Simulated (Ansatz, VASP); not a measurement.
Two plane-wave programs on Re2W

```
Re W
1.0
     5.32366    0.00000    0.00000
     0.00000    5.32366    0.00000
     0.00000    0.00000    5.32366
Re W
4 2
Direct
  0.25000 0.75000 0.25000
  0.75000 0.25000 0.25000
  0.25000 0.25000 0.75000
  0.75000 0.75000 0.75000
  0.00000 0.00000 0.00000
  0.50000 0.50000 0.50000
```

Change from the starting cell: species swapped into the Ti2H type (Pn-3m, No. 224).

Alike in both runs: task single point; functional PBE; k mesh 4 × 4 × 4; occupations gaussian, width 0.1 eV; collinear spin.

|  | VASP | Ansatz |
| --- | --- | --- |
| version | VASP 6.6.1 | Ansatz 0.2.0 |
| potentials or method | VASP PAW PBE potentials, release 64 (Re, W_sv) | scalar-relativistic, plane waves, PAW |
| plane-wave cutoff (eV) | 520 | 420 |
| valence electrons in the cell | 56 | 88 |

Ansatz gave:

| Quantity | Value |
| --- | --- |
| gap on the k mesh at the Fermi level (eV) | none |
| pressure (GPa) | 0.1 |
| net moment per atom (μB) | 0.00 |

Estimate VASP's values.

gap on the k mesh at the Fermi level (eV): none; pressure (GPa): 1.4; net moment per atom (μB): 0.00.

A gap of «none» marks a metal or a gap that the smearing closes. With one functional, cell and mesh, what is left measures potentials, basis and numerics. The two sets of potentials don't hold the same shells in valence. Ansatz warned: «seeded_moment_not_kept».

The runs have no spin-orbit coupling, so splittings on Re, W are missing.
